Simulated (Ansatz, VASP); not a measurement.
Two plane-wave programs on Mg3TiAs3

```
Mg Ti As
1.0
     5.51511    0.00000    0.00000
     0.00000    5.51511    0.00000
     0.00000    0.00000    5.51511
Mg Ti As
3 1 3
Direct
  0.50000 0.50000 0.00000
  0.00000 0.50000 0.50000
  0.50000 0.00000 0.50000
  0.50000 0.50000 0.50000
  0.50000 0.00000 0.00000
  0.00000 0.50000 0.00000
  0.00000 0.00000 0.50000
```

Change from the starting cell: species swapped into the Ce3GaBr3 type (Pm-3m, No. 221).

Alike in both runs: functional PBE; k mesh 8 × 8 × 8; occupations gaussian, width 0.1 eV; collinear spin.

Ansatz relaxed the structure, and its values are those at the end. VASP's run is a single point on that final structure, the one shown.

|  | VASP | Ansatz |
| --- | --- | --- |
| version | VASP 6.6.1 | Ansatz 0.2.0 |
| potentials or method | VASP PAW PBE potentials, release 64 (Mg, Ti_sv, As) | scalar-relativistic, plane waves, PAW |
| plane-wave cutoff (eV) | 520 | 420 |
| valence electrons in the cell | 33 | 87 |

VASP gave:

- gap on the k mesh at the Fermi level (eV): none
- pressure (GPa): -0.1
- net moment per atom (μB): 0.43
- size of the moment on the site where the two differ most (μB): 0.04

Task: What did Ansatz give for the same quantities?

Result: gap on the k mesh at the Fermi level (eV): none; pressure (GPa): 0.0; net moment per atom (μB): 0.43; size of the moment on the site where the two differ most (μB): 0.08.

Site moments also hang on the region over which each program counts them. A gap of «none» marks a metal or a gap that the smearing closes. The two sets of potentials don't hold the same shells in valence.
